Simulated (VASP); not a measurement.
# Be2CdS3 in VASP: a series of runs, part 2 of 2

VASP 6.6.1.

## 5. Relaxation of cell and atoms, PBE

This run uses another cell than the first one, of 17.39 Å³/atom, 0.944 times its volume.

INCAR reads:

```
  PREC = Normal
  ENCUT = 520
  EDIFF = 1E-4
  ISMEAR = 0
  SIGMA = 0.15
  LREAL = False
  LASPH = True
  NELM = 60
  ALGO = Fast
  ISIF = 3
  LWAVE = False
  LCHARG = False
  GGA = PE
  IBRION = 2
  NSW = 24
  EDIFFG = -0.08
  KPAR = 2
```

KPOINTS reads:

```
regular mesh
0
Gamma
  4 4 2
```

POSCAR reads:

```
Be2CdS3
1.0
    3.7000000000      0.0000000000      0.0000000000
   -1.8500000000      3.2042939900      0.0000000000
    0.0000000000      0.0000000000      8.8000000000
Be Cd S
2 1 3
Direct
    0.6666666700      0.3333333300      0.5970000000
    0.3333333300      0.6666666700      0.4030000000
    0.0000000000      0.0000000000      0.0000000000
    0.6666666700      0.3333333300      0.8300000000
    0.3333333300      0.6666666700      0.1700000000
    0.0000000000      0.0000000000      0.5000000000
```

Potentials or basis: VASP PAW PBE potentials, release 64 (Be, Cd, S).

The run is started by

```console
$ cat potpaw_PBE.64/Be/POTCAR potpaw_PBE.64/Cd/POTCAR potpaw_PBE.64/S/POTCAR > POTCAR
$ mpirun -np 2 vasp_std > vasp.out
```

OUTCAR:

```text
PREC = Normal
   ENCUT = 520
   EDIFF = 1E-4
   ISMEAR = 0
   LREAL = False
   LASPH = True
   NELM = 60
   ISIF = 3
   GGA = PE
   IBRION = 2
   NSW = 24
   EDIFFG = -0.08

 ion  position               nearest neighbor table
   1  0.667  0.333  0.597-   4 2.05   6 2.30   6 2.30   6 2.30
   2  0.333  0.667  0.403-   5 2.05   6 2.30   6 2.30   6 2.30
   3  0.000  0.000  0.000-   4 2.61   5 2.61   5 2.61   4 2.61   4 2.61   5 2.61
   4  0.667  0.333  0.830-   1 2.05   3 2.61   3 2.61   3 2.61
   5  0.333  0.667  0.170-   2 2.05   3 2.61   3 2.61   3 2.61
   6  0.000  0.000  0.500-   1 2.30   2 2.30   2 2.30   1 2.30   1 2.30   2 2.30

  LATTYP: Found a hexagonal cell.
 ALAT       =     3.7000000000
 C/A-ratio  =     2.3783783784

  Lattice vectors:

 A1 = (   3.7000000000,   0.0000000000,   0.0000000000)
 A2 = (  -1.8500000000,   3.2042939900,   0.0000000000)
 A3 = (   0.0000000000,   0.0000000000,   8.8000000000)

Analysis of symmetry for initial positions (statically):
=====================================================================
 Subroutine PRICEL returns:
 Original cell was already a primitive cell.

 Routine SETGRP: Setting up the symmetry group for a
 hexagonal supercell.

 Subroutine GETGRP returns: Found 12 space group operations
 (whereof 12 operations were pure point group operations)
 out of a pool of 24 trial point group operations.

The static configuration has the point symmetry D_3d.

Analysis of symmetry for dynamics (positions and initial velocities):
=====================================================================
 Subroutine PRICEL returns:
 Original cell was already a primitive cell.

 Routine SETGRP: Setting up the symmetry group for a
 hexagonal supercell.

 Subroutine GETGRP returns: Found 12 space group operations
 (whereof 12 operations were pure point group operations)
 out of a pool of 24 trial point group operations.

The dynamic configuration has the point symmetry D_3d.

 Subroutine INISYM returns: Found 12 space group operations
 (whereof 12 operations are pure point group operations),
 and found     1 'primitive' translations

----------------------------------------------------------------------------------------

                                     Primitive cell

  volume of cell :     104.3318

  direct lattice vectors                    reciprocal lattice vectors
     3.700000000  0.000000000  0.000000000     0.270270270  0.156040613  0.000000000
    -1.850000000  3.204293990  0.000000000     0.000000000  0.312081227  0.000000000
     0.000000000  0.000000000  8.800000000     0.000000000  0.000000000  0.113636364

  length of vectors
     3.700000000  3.699999997  8.800000000     0.312081227  0.312081227  0.113636364

  position of ions in fractional coordinates (direct lattice)
     0.666666670  0.333333330  0.597000000
     0.333333330  0.666666670  0.403000000
     0.000000000  0.000000000  0.000000000
     0.666666670  0.333333330  0.830000000
     0.333333330  0.666666670  0.170000000
     0.000000000  0.000000000  0.500000000

  ion indices of the primitive-cell ions
   primitive index   ion index
                 1           1
                 2           2
                 3           3
                 4           4
                 5           5
                 6           6
[... 32 lines left out ...]
  0.250000  0.250000  0.000000      6.000000
  0.000000  0.000000  0.500000      1.000000
  0.250000  0.000000  0.500000      6.000000
  0.500000  0.000000  0.500000      3.000000
  0.250000  0.250000  0.500000      6.000000
   k-points           NKPTS =      8   k-points in BZ     NKDIM =      8   number of bands    NBANDS=     21
   number of dos      NEDOS =    301   number of ions     NIONS =      6
   total plane-waves  NPLWV =  28800
   dimension x,y,z NGX =    24 NGY =   24 NGZ =   50
   dimension x,y,z NGXF=    48 NGYF=   48 NGZF=  100
   ions per type =               2   1   3
   NGX,Y,Z   is equivalent  to a cutoff of  10.78, 10.78,  9.45 a.u.
   NGXF,Y,Z  is equivalent  to a cutoff of  21.57, 21.57, 18.89 a.u.
 SYSTEM =  unknown system
   PREC   = normal    normal or accurate (medium, high low for compatibility)
   ISTART =      0    job   : 0-new  1-cont  2-samecut
   ICHARG =      2    charge: 1-file 2-atom 10-const
   ISPIN  =      1    spin polarized calculation?
   LNONCOLLINEAR =      F non collinear calculations
   LSORBIT =      F    spin-orbit coupling
   LASPH  =      T    aspherical Exc in radial PAW
   ENCUT  =  520.0 eV  38.22 Ry    6.18 a.u.   6.88  6.88 16.36*2*pi/ulx,y,z
   NELM   =     60;   NELMIN=  2; NELMDL= -5     # of ELM steps
   EDIFF  = 0.1E-03   stopping-criterion for ELM
   LREAL  =      F    real-space projection
   EDIFFG = -.8E-01   stopping-criterion for IOM
   NSW    =     24    number of steps for IOM
   IBRION =      2    ionic relax: 0-MD 1-quasi-New 2-CG
   NFREE  =      1    steps in history (QN), initial steepest desc. (CG)
   ISIF   =      3    stress and relaxation
   ISYM   =      2    0-nonsym 1-usesym 2-fastsym
   POTIM  = 0.5000    time-step for ionic-motion
   TEBEG  =    0.0;   TEEND  =   0.0 temperature during run
   PSTRESS=    0.0 pullay stress
   NELECT =      34.0000    total number of electrons
   NUPDOWN=      -1.0000    fix difference up-down
   EMIN   =  10.00;   EMAX   =-10.00  energy-range for DOS
   EFERMI =   0.00;   METHOD = LEGACY
   ISMEAR =     0;   SIGMA  =   0.15  broadening in eV -4-tet -1-fermi 0-gaus
   EFERMI_NEDOS =   21; number of points for ismear=-14 and -15
   IALGO  =     68    algorithm
   IMIX   =      4    mixing-type and parameters
     AMIX     =   0.40;   BMIX     =  1.00
     AMIX_MAG =   1.60;   BMIX_MAG =  1.00
  volume/ion in A,a.u.               =      17.39       117.34
  Fermi-wavevector in a.u.,A,eV,Ry     =   1.126580  2.128928 17.268291  1.269184
  Thomas-Fermi vector in A             =   2.263263
   LORBIT       =      0    0 simple, 1 ext, 2 COOP (PROOUT), +10 PAW based schemes
   GGA     = PE    functional components
   LHFCALC =     F    Hartree Fock is set to
   AEXX    =    0.0000 exact exchange contribution
   IVDW    =     0    specifies the selected vdW correction
   LEPSILON=     F    determine dielectric tensor
   LRPA    =     F    only Hartree local field effects (RPA)
 conjugate gradient relaxation of ions
 non-spin polarized calculation
 RMM-DIIS sequential band-by-band and
 Gauss-broadening in eV      SIGMA  =   0.15
  energy-cutoff  :      520.00
  volume of cell :      104.33
 maximum number of plane-waves:      2820
   NGX = 13   NGY = 13   NGZ = 33

--------------------------------------- Ionic step        1  -------------------------------------------

 number of electron      34.0000017 magnetization

 Free energy of the ion-electron system (eV)
  ---------------------------------------------------
  ext. energy  EPLUGINS =         0.00000000
  ---------------------------------------------------
  free energy    TOTEN  =       -22.64655006 eV

  energy without entropy =      -22.60975915  energy(sigma->0) =      -22.62815461

------------------------ aborting loop because EDIFF is reached ----------------------------------------

  FORCE on cell =-STRESS in cart. coord.  units (eV):
  Direction    XX          YY          ZZ          XY          YZ          ZX
  --------------------------------------------------------------------------------------
  -------------------------------------------------------------------------------------
  Total        1.6696992      1.6696992     -3.1014944      0.0000000      0.0000000      0.0000000
  in kB       25.6408299     25.6408298    -47.6282731      0.0000000      0.0000000      0.0000000
  external PRESSURE =       1.2177955 kB  Pullay stress =       0.0000000 kB
[... 101 lines left out ...]
  FREE ENERGIE OF THE ION-ELECTRON SYSTEM (eV)
  ---------------------------------------------------
  free  energy   TOTEN  =       -22.8966215674 eV

  energy  without entropy=      -22.8677875053  energy(sigma->0) =      -22.88220454

[... ionic steps 4 to 7 ...]

--------------------------------------- Ionic step        8  -------------------------------------------

 number of electron      33.9999974 magnetization

------------------------ aborting loop because EDIFF is reached ----------------------------------------
[... 75 lines left out ...]
--------------------------------------- Ionic step       10  -------------------------------------------

 number of electron      33.9999976 magnetization

 Free energy of the ion-electron system (eV)
  ---------------------------------------------------
  ext. energy  EPLUGINS =         0.00000000
  ---------------------------------------------------
  free energy    TOTEN  =       -23.02092429 eV

  energy without entropy =      -23.01695011  energy(sigma->0) =      -23.01893720

 E-fermi :   3.8225     XC(G=0):  -9.5207

 val. band max:        3.6517436397   @ k =   0.0000   0.0000   0.5000
 cond. band min:       4.0104789570   @ k =   0.5000   0.0000   0.5000
 fundamental gap:      0.3587353172
 Fermi energy:         3.8224646207

 k-point     1 :       0.0000    0.0000    0.0000
  band No.  band energies     occupation
      1     -11.0899      2.00000
      2      -9.1349      2.00000
      3      -8.5951      2.00000
      4      -4.2384      2.00000
      5      -4.2384      2.00000
      6      -4.1559      2.00000
[... 214 lines left out ...]
  FREE ENERGIE OF THE ION-ELECTRON SYSTEM (eV)
  ---------------------------------------------------
  free  energy   TOTEN  =       -23.0209242877 eV

  energy  without entropy=      -23.0169501061  energy(sigma->0) =      -23.01893720

 reached required accuracy - stopping structural energy minimisation
```

It took 25 s on 2 MPI ranks of Intel Xeon 6975P-C (Granite Rapids), shared host; peak memory 0.17 GiB.

Results:

```yaml
Free_energy: -23.0209 eV
Relaxed_volume: 18.14 Å³/atom
Relaxed_cell: a = 3.736 Å, b = 3.736 Å, c = 9.003 Å, α = 90.00°, β = 90.00°, γ = 120.00°
Space_group_after_relaxing_to_0.05_Å: P-3m1 (No. 164)
Energy_gained_by_relaxing: 62.4 meV/atom
Ionic_steps: 10
Pressure_after_relaxing: -0.1 GPa
Largest_force_after_relaxing: 0.054 eV/Å
Band_gap_on_the_k_mesh: 0.36 eV, indirect (least direct gap 0.55 eV)
```

Forces in eV/Å, atoms in the order of the input:
```
Be   0.000  0.000  0.054
Be   0.000  0.000 -0.054
Cd   0.000  0.000  0.000
S    0.000  0.000 -0.003
S    0.000  0.000  0.003
S    0.000  0.000  0.000
```

Stress tensor (GPa, compression positive):
```
 0.13  0.00  0.00
 0.00  0.13  0.00
 0.00  0.00 -0.54
```

Step by step:
| step | energy change (eV) | largest force (eV/Å) | pressure (GPa) | volume (Å³) |
| --- | --- | --- | --- | --- |
| 1 | 0.0000 | 1.6161 | 0.12 | 104.33 |
| 2 | -0.2250 | 0.8479 | 2.68 | 104.48 |
| 3 | -0.2501 | 0.4546 | 1.78 | 104.46 |
| 4 | -0.2998 | 0.4105 | 0.10 | 107.29 |
| 5 | -0.3158 | 0.3412 | -1.27 | 110.02 |
| 6 | -0.3562 | 0.2576 | -0.73 | 109.44 |
| 7 | -0.3726 | 0.1504 | 0.17 | 108.63 |
| 8 | -0.3732 | 0.1564 | 0.05 | 108.77 |
| 9 | -0.3737 | 0.1348 | -0.20 | 108.86 |
| 10 | -0.3744 | 0.0536 | -0.10 | 108.82 |

Final structure:
```
Be Cd S
1.0
     3.73598    0.00000    0.00000
    -1.86799    3.23545    0.00000
     0.00000    0.00000    9.00283
Be Cd S
2 1 3
Direct
  0.66667 0.33333 0.61947
  0.33333 0.66667 0.38053
  0.00000 0.00000 0.00000
  0.66667 0.33333 0.82944
  0.33333 0.66667 0.17056
  0.00000 0.00000 0.50000
```

Caveat: the k mesh is coarse (spacing up to 0.49 Å⁻¹), so the values aren't converged; the relaxation stopped at a loose force limit of 0.08 eV/Å, so its end isn't a converged minimum. A k mesh can miss the band edges.

## 6. Relaxation of cell and atoms, PBE

This run uses another cell than the first one, of 20.66 Å³/atom, 1.121 times its volume.

INCAR is that of step 5.

KPOINTS is that of step 5.

POSCAR reads:

```
Be2CdS3
1.0
    4.4854111600      0.0000000000      0.0000000000
   -2.2427055800      3.8844800100      0.0000000000
    0.0000000000      0.0000000000      7.1162056200
Be Cd S
2 1 3
Direct
    0.6666666700      0.3333333300      0.2512828100
    0.3333333300      0.6666666700      0.7487171900
    0.0000000000      0.0000000000      0.0000000000
    0.6666666700      0.3333333300      0.6477103200
    0.3333333300      0.6666666700      0.3522896800
    0.0000000000      0.0000000000      0.5000000000
```

Potentials or basis: VASP PAW PBE potentials, release 64 (Be, Cd, S).

The run is started by

```console
$ cat potpaw_PBE.64/Be/POTCAR potpaw_PBE.64/Cd/POTCAR potpaw_PBE.64/S/POTCAR > POTCAR
$ mpirun -np 2 vasp_std > vasp.out
```

Run time: 72 s. Hardware: 2 MPI ranks of Intel Xeon 6975P-C (Granite Rapids), shared host; peak memory 0.18 GiB.

It converged, with:

```yaml
Free_energy: -23.0262 eV
Relaxed_volume: 15.02 Å³/atom
Relaxed_cell: a = 3.448 Å, b = 3.448 Å, c = 8.756 Å, α = 90.00°, β = 90.00°, γ = 120.00°
Space_group_after_relaxing_to_0.05_Å: P-3m1 (No. 164)
Energy_gained_by_relaxing: 1210.3 meV/atom
Ionic_steps: 15
Pressure_after_relaxing: 0.4 GPa
Largest_force_after_relaxing: 0.048 eV/Å
Band_gap_on_the_k_mesh: 0.62 eV, indirect (least direct gap 1.27 eV)
```

Forces in eV/Å, atoms in the order of the input:
```
Be   0.000  0.000  0.011
Be   0.000  0.000 -0.011
Cd   0.000  0.000  0.000
S    0.000  0.000 -0.048
S    0.000  0.000  0.048
S    0.000  0.000  0.000
```

Stress tensor (GPa, compression positive):
```
 0.63  0.00  0.00
 0.00  0.63  0.00
 0.00  0.00 -0.20
```

Step by step:
| step | energy change (eV) | largest force (eV/Å) | pressure (GPa) | volume (Å³) |
| --- | --- | --- | --- | --- |
| 1 | 0.0000 | 1.3357 | -10.41 | 123.99 |
| 2 | -1.5120 | 1.4771 | -3.55 | 101.38 |
| 3 | -1.7139 | 1.6003 | 1.86 | 93.22 |
| 4 | -1.7153 | 1.6259 | 3.17 | 91.61 |
| 5 | -2.1220 | 1.0894 | 3.67 | 91.59 |
| 6 | -3.1836 | 1.8356 | 4.68 | 91.37 |
| 7 | -6.4453 | 0.4281 | 1.65 | 90.14 |
| 8 | -5.6274 | 3.0201 | 6.91 | 89.25 |
| 9 | -6.4638 | 0.7003 | 2.09 | 90.00 |
| 10 | -6.6454 | 1.6692 | 1.17 | 91.66 |
| 11 | -6.6649 | 1.3801 | 1.15 | 91.30 |
| 12 | -6.9783 | 0.9048 | -0.74 | 92.32 |
| 13 | -7.2085 | 0.2973 | -2.92 | 93.72 |
| 14 | -7.2202 | 0.1523 | -3.26 | 94.05 |
| 15 | -7.2620 | 0.0478 | 0.35 | 90.14 |

Final structure:
```
Be Cd S
1.0
     3.44774    0.00000    0.00000
    -1.72387    2.98583    0.00000
     0.00000    0.00000    8.75646
Be Cd S
2 1 3
Direct
  0.66667 0.33333 0.34551
  0.33333 0.66667 0.65449
  0.00000 0.00000 0.00000
  0.66667 0.33333 0.79058
  0.33333 0.66667 0.20942
  0.00000 0.00000 0.50000
```

Levels at points of the mesh, in eV from the valence-band top:
| k point | band 14 | band 15 | band 16 | band 17 | band 18 | band 19 | band 20 | band 21 |
| --- | --- | --- | --- | --- | --- | --- | --- | --- |
| (0.00, 0.00, 0.00) | -0.39 | -0.36 | -0.30 | -0.30 | 2.49 | 4.08 | 4.79 | 4.79 |
| (0.50, 0.00, 0.00) | -2.08 | -1.66 | -1.50 | -0.66 | 0.62 | 3.25 | 3.64 | 4.57 |
| (0.00, 0.00, 0.50) | -0.42 | -0.42 | -0.25 | -0.25 | 3.86 | 4.53 | 4.53 | 5.08 |
| (0.50, 0.00, 0.50) | -2.57 | -2.08 | -0.21 | -0.18 | 1.56 | 2.07 | 3.27 | 4.64 |

Caveat: the k mesh is coarse (spacing up to 0.44 Å⁻¹), so the values aren't converged; the volume moved by over 15 % at a fixed basis, so the end points are rough; the relaxation stopped at a loose force limit of 0.08 eV/Å, so its end isn't a converged minimum. A k mesh can miss the band edges.
